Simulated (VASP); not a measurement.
Method: PBE GGA, VASP's PBE PAW potentials (set 64) (plane waves; VASP).

VASP input:

**INCAR**
```
IBRION  =  2   # conjugate gradients
PREC  =  Accurate
GGA  =  PE   # PBE
ISMEAR  =  0   # Gaussian
NSW  =  30   # most ionic steps
LASPH  =  T   # aspherical one-centre terms
ISIF  =  4
ALGO  =  Normal   # blocked Davidson
LCHARG  =  F
ENCUT  =  520
LWAVE  =  F
NELM  =  100   # most electronic steps
LREAL  =  F   # projection in real space or not
LMAXMIX  =  4   # l cut-off of mixed one-centre charges
EDIFFG  =  -0.01
EDIFF  =  1E-7   # SCF stop (eV)
SYSTEM  =  ZnO
SIGMA  =  0.05   # width (eV)
```

POSCAR:
```
ZnO
1.0
  1.6593559617  -2.8740892903   0.0000000000
  1.6593559617   2.8740892903   0.0000000000
  0.0000000000   0.0000000000   5.3595133543
Zn O
2 2
Cartesian
  1.6593559617  -0.9580316795   2.6875008288
  1.6593559617   0.9580316795   0.0077441516
  1.6593559617  -0.9580316795   4.7193466268
  1.6593559617   0.9580316795   2.0395899497
```

**KPOINTS**
```
Automatic mesh
0
Gamma
9 9 5
0 0 0
```

POTCAR, in this order: Zn O (PBE.64 set). Program: vasp_std.

The resulting files:

### OSZICAR
```
       N       E                     dE             d eps       ncg     rms          rms(c)
DAV:   1     0.291653339685E+03    0.29165E+03   -0.18882E+04  1584   0.234E+03
DAV:   2     0.107435725843E+02   -0.28091E+03   -0.26984E+03  1722   0.440E+02
DAV:   3    -0.204779291042E+02   -0.31222E+02   -0.30910E+02  1842   0.155E+02
DAV:   4    -0.210973618405E+02   -0.61943E+00   -0.61883E+00  1764   0.237E+01
DAV:   5    -0.211022426267E+02   -0.48808E-02   -0.48807E-02  1824   0.199E+00    0.138E+01
DAV:   6    -0.177298884017E+02    0.33724E+01   -0.12464E+01  2822   0.754E+01    0.824E+00
DAV:   7    -0.178832567889E+02   -0.15337E+00   -0.26454E+00  1800   0.198E+01    0.497E+00
DAV:   8    -0.179084169660E+02   -0.25160E-01   -0.87590E-01  2220   0.904E+00    0.182E+00
DAV:   9    -0.178428849849E+02    0.65532E-01   -0.19592E-01  2460   0.813E+00    0.351E-01
DAV:  10    -0.178464803508E+02   -0.35954E-02   -0.56218E-02  1596   0.176E+00    0.138E-01
DAV:  11    -0.178465037295E+02   -0.23379E-04   -0.93154E-04  1856   0.302E-01    0.385E-02
DAV:  12    -0.178465342352E+02   -0.30506E-04   -0.10194E-04  2080   0.263E-01    0.218E-02
DAV:  13    -0.178465492930E+02   -0.15058E-04   -0.31057E-05  2050   0.128E-01    0.258E-02
DAV:  14    -0.178465393831E+02    0.99099E-05   -0.24014E-05  2198   0.592E-02    0.596E-03
DAV:  15    -0.178465391185E+02    0.26457E-06   -0.83958E-06  1706   0.238E-02    0.169E-03
DAV:  16    -0.178465389897E+02    0.12884E-06   -0.17813E-07  1214   0.394E-03    0.132E-03
DAV:  17    -0.178465389373E+02    0.52401E-07   -0.15331E-07   810   0.832E-03
   1 F= -.17846539E+02 E0= -.17846539E+02  d E =-.178465E+02
```

### OUTCAR
```
------------------------ aborting loop because EDIFF is reached ----------------------------------------
  FORCE on cell =-STRESS in cart. coord.  units (eV):
  Direction    XX          YY          ZZ          XY          YZ          ZX
  --------------------------------------------------------------------------------------
  Total       -1.1318186     -1.1318190     -1.1545501      0.0000000      0.0000000      0.0000000
  in kB      -35.4725368    -35.4725481    -36.1849670      0.0000000      0.0000000      0.0000000
  external PRESSURE =     -35.7100173 kB  Pullay stress =       0.0000000 kB
  volume of cell :       51.12
      direct lattice vectors                 reciprocal lattice vectors
     1.659355962 -2.874089290  0.000000000     0.301321725 -0.173968151  0.000000000
     1.659355962  2.874089290  0.000000000     0.301321725  0.173968151  0.000000000
     0.000000000  0.000000000  5.359513354     0.000000000  0.000000000  0.186584105
  FREE ENERGIE OF THE ION-ELECTRON SYSTEM (eV)
  ---------------------------------------------------
  free  energy   TOTEN  =       -17.8465389373 eV

  energy  without entropy=      -17.8465389373  energy(sigma->0) =      -17.84653894

 reached required accuracy - stopping structural energy minimisation
```
(Selected blocks of OUTCAR.)

The compound is ZnO in the wurtzite structure. This cell is one point of a volume scan, at 1.03 of the reference volume.
